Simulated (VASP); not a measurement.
These are TPSS meta-GGA, VASP's PBE PAW potentials (set 64) (plane waves; VASP) values and carry that method's errors.

The input files of a VASP run:

INCAR:
```
! general
SYSTEM  = ZrB2
PREC    = Accurate
ENCUT   = 520
LREAL   = .FALSE.
LASPH   = .TRUE.

! electronic loop
EDIFF   = 1E-6
NELM    = 100
ALGO    = Normal
LMAXMIX = 4
LMIXTAU = .TRUE.

! smearing
ISMEAR  = 1
SIGMA   = 0.1

! functional
METAGGA = TPSS

! ions
IBRION  = 2
NSW     = 60
ISIF    = 3
EDIFFG  = -0.02

! output
LWAVE   = .FALSE.
LCHARG  = .FALSE.
```

### POSCAR
```
ZrB2
1
    1.5773694155    -2.7320844332    -0.0000000000
    1.5773694155     2.7320844332     0.0000000000
   -0.0000000000    -0.0000000000     3.5119726415
Zr B
1 2
Direct
  0.0000000000   0.0000000000   0.0000000000
  0.3333330000   0.6666670000   0.5000000000
  0.6666670000   0.3333330000   0.5000000000
```

### KPOINTS
```
K-points
0
G
10 10 8
```

POTCAR, in this order: Zr_sv B (PBE.64 set). Program: vasp_std.

**Question.** What will the output report for the number of irreducible k-points (NKPTS), largest plane-wave count, number of space-group operations, FFT grid (NGX, NGY, NGZ)?

**Answer.** 
The number of irreducible k-points (NKPTS) is 70, the largest plane-wave count is 832 and the number of space-group operations is 24. The FFT grid (NGX, NGY, NGZ) is 24 × 24 × 28.

The compound is ZrB2 in the AlB2 type structure. This run relaxes it. Symmetry was kept, so distortions that lower it aren't found. The start is the result of an earlier pass.
